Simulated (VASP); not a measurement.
Input:

```yaml
crystal:
  lattice:
    - [0.00000, 3.54127, 3.54127]
    - [3.54127, 0.00000, 3.54127]
    - [3.54127, 3.54127, 0.00000]
  atoms:
    - { symbol: Ba, position: [0.00000, 0.00000, 0.00000] }
    - { symbol: Te, position: [0.50000, 0.50000, 0.50000] }
```

Level of theory: optB86b-vdW, VASP's PBE PAW potentials (set 64) (plane waves; VASP). Run with 520 eV cut-off, 7×7×7 Γ-centred mesh, Gaussian smearing of 0.050 eV, potentials Ba_sv Te.

### Question
Predict the energy per atom (σ→0).

### Answer

```json
{
  "energy per atom (σ→0)": "-2.390 eV/atom"
}
```

Total energies compare only between runs with the same potentials, cut-off and functional.

The compound is BaTe in the rock salt structure. This cell is one point of a volume scan, at 1.03 of the reference volume.
